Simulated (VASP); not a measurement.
VASP input:

**POSCAR**
```
CaF2
1
    0.0000000000     2.6790530000     2.7246080000
    2.7372100000     0.0000000000     2.7246080000
    2.7372100000     2.6790530000     0.0000000000
Ca F
1 2
Direct
  0.0000000000   0.0000000000   0.0000000000
  0.2500000000   0.2500000000   0.2500000000
  0.7369940000   0.7630060000   0.7630060000
```

### INCAR
```
GGA = PE   # PBE
ISIF = 2
ALGO = Normal   # blocked Davidson
EDIFF = 1E-6   # SCF stop (eV)
LASPH = .TRUE.   # aspherical one-centre terms
PREC = Accurate
ENCUT = 425   # plane-wave cut-off (eV)
SIGMA = 0.05
LREAL = .FALSE.
ISMEAR = 0   # Gaussian
LCHARG = .FALSE.
LWAVE = .FALSE.
SYSTEM = CaF2
NELM = 100   # most electronic steps
```

### KPOINTS
```
Automatic mesh
0
Gamma
6 6 6
0 0 0
```

POTCAR, in this order: Ca_sv F (PBE.64 set). Program: vasp_std.

Translate this PBE calculation to Ansatz.

One equivalent input (not run):
Ansatz 0.2 input:
```yaml
crystal:
  lattice:
    - [0.0000000, 2.6790530, 2.7246080]
    - [2.7372100, 0.0000000, 2.7246080]
    - [2.7372100, 2.6790530, 0.0000000]
  atoms:
    - { symbol: Ca, position: [0.0000000, 0.0000000, 0.0000000] }
    - { symbol: F, position: [0.2500000, 0.2500000, 0.2500000] }
    - { symbol: F, position: [0.7369940, 0.7630060, 0.7630060] }
kpoints:
  mp_grid: { grid: [6, 6, 6] }
hamiltonian:
  xc: pbe
  pseudopotentials: { kind: paw }
scf:
  occupations: { method: gaussian, width: 0.05 }
  max_iter: 100
output: { forces: true, stress: true, eigenvalues: true }
```
Limits of the translation: each code has its own PAW files, so the cut-off isn't converted (ENCUT is set for VASP's; basis.ecutwfc is left out, and Ansatz then takes the one that its files recommend); Ansatz stops its SCF on the density residual and VASP on the energy change (EDIFF).

The compound is CaF2 in the fluorite structure. The cell was not relaxed at this level, atoms are displaced from their ideal sites. The run is one of a series of settings (ENCUT = 425 against the base run), some of them coarse on purpose.
